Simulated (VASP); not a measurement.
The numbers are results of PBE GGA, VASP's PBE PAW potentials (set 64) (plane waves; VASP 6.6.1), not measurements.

VASP input:

**INCAR**
```
SYSTEM  =  YSi
PREC  =  Accurate; ENCUT  =  400; LREAL  =  .FALSE.
LASPH  =  .TRUE.
EDIFF  =  1E-7; NELM  =  100; ALGO  =  Normal
LMAXMIX  =  4
ISMEAR  =  -5
GGA  =  PE
ISIF  =  2
LWAVE  =  .FALSE.; LCHARG  =  .TRUE.; LORBIT  =  11
NEDOS  =  601
```

File KPOINTS:
```
Automatic mesh
0
Gamma
12 12 12
0 0 0
```

**POSCAR**
```
YSi
1.0
  3.5390629564   0.0000000000   0.0000000000
  0.0000000000   3.5390629564   0.0000000000
  0.0000000000   0.0000000000   3.5390629564
Y Si
1 1
Cart
  0.0000000000   0.0000000000   0.0000000000
  1.7695314782   1.7695314782   1.7695314782
```

POTCAR, in this order: Y_sv Si (PBE.64 set). Program: vasp_std.

Output

File OSZICAR:
```
       N       E                     dE             d eps       ncg     rms          rms(c)
DAV:   1     0.273171399834E+02    0.27317E+02   -0.63092E+03  1856   0.100E+03
DAV:   2    -0.116572770742E+02   -0.38974E+02   -0.36988E+02  2163   0.182E+02
DAV:   3    -0.134405996746E+02   -0.17833E+01   -0.17414E+01  2710   0.283E+01
DAV:   4    -0.134958381541E+02   -0.55238E-01   -0.54634E-01  2363   0.501E+00
DAV:   5    -0.134971374737E+02   -0.12993E-02   -0.12777E-02  2680   0.642E-01    0.260E+01
DAV:   6    -0.127570610276E+02    0.74008E+00   -0.16982E+00  1991   0.756E+00    0.184E+01
DAV:   7    -0.127329737020E+02    0.24087E-01   -0.72840E-01  2659   0.501E+00    0.567E+00
DAV:   8    -0.127199022516E+02    0.13071E-01   -0.16482E-01  2037   0.252E+00    0.515E-01
DAV:   9    -0.127172243267E+02    0.26779E-02   -0.15984E-02  2071   0.770E-01    0.224E-01
DAV:  10    -0.127172495746E+02   -0.25248E-04   -0.11595E-03  2110   0.308E-01    0.852E-02
DAV:  11    -0.127172581976E+02   -0.86231E-05   -0.95920E-05  2685   0.743E-02    0.467E-02
DAV:  12    -0.127172527113E+02    0.54864E-05   -0.37631E-06  2220   0.174E-02    0.230E-02
DAV:  13    -0.127172483555E+02    0.43558E-05   -0.24638E-06  2336   0.137E-02    0.104E-02
DAV:  14    -0.127172491424E+02   -0.78693E-06   -0.59958E-08  1290   0.258E-03    0.101E-03
DAV:  15    -0.127172489424E+02    0.20004E-06   -0.93730E-09  1158   0.870E-04    0.236E-04
DAV:  16    -0.127172487369E+02    0.20543E-06   -0.45151E-09  1110   0.532E-04    0.306E-04
DAV:  17    -0.127172487769E+02   -0.40021E-07   -0.13929E-09  1089   0.269E-04
   1 F= -.12717249E+02 E0= -.12717249E+02  d E =0.000000E+00
```

**OUTCAR**
```
------------------------ aborting loop because EDIFF is reached ----------------------------------------
  FORCE on cell =-STRESS in cart. coord.  units (eV):
  Direction    XX          YY          ZZ          XY          YZ          ZX
  --------------------------------------------------------------------------------------
  Total       -0.0389559     -0.0389559     -0.0389559      0.0000000      0.0000000      0.0000000
  in kB       -1.4080514     -1.4080514     -1.4080514      0.0000000      0.0000000      0.0000000
  external PRESSURE =      -1.4080514 kB  Pullay stress =       0.0000000 kB
  volume of cell :       44.33
      direct lattice vectors                 reciprocal lattice vectors
     3.539062956  0.000000000  0.000000000     0.282560670  0.000000000  0.000000000
     0.000000000  3.539062956  0.000000000     0.000000000  0.282560670  0.000000000
     0.000000000  0.000000000  3.539062956     0.000000000  0.000000000  0.282560670
 POSITION                                       TOTAL-FORCE (eV/Angst)
 -----------------------------------------------------------------------------------
      0.00000      0.00000      0.00000         0.000000      0.000000      0.000000
      1.76953      1.76953      1.76953         0.000000      0.000000      0.000000
 -----------------------------------------------------------------------------------
    total drift:                               -0.000000      0.000000      0.000000
  FREE ENERGIE OF THE ION-ELECTRON SYSTEM (eV)
  ---------------------------------------------------
  free  energy   TOTEN  =       -12.7172487769 eV

  energy  without entropy=      -12.7172487769  energy(sigma->0) =      -12.71724878

 total charge

# of ion       s       p       d       f       tot
--------------------------------------------------
    1        2.215   6.316   1.009   0.033   9.574
    2        0.814   0.811   0.000   0.000   1.624
--------------------------------------------------
tot          3.029   7.127   1.009   0.033  11.198
```
(Selected blocks of OUTCAR.)

For a metal the tetrahedron method with Blöchl corrections gives inexact stress and forces.

The structure was generated: YSi was put into the CsCl type type (Pm-3m), which need not be its known phase. It was relaxed first, which changed the volume by -26 %. The electron count is odd and the run is not spin-polarised, which forces a metal.
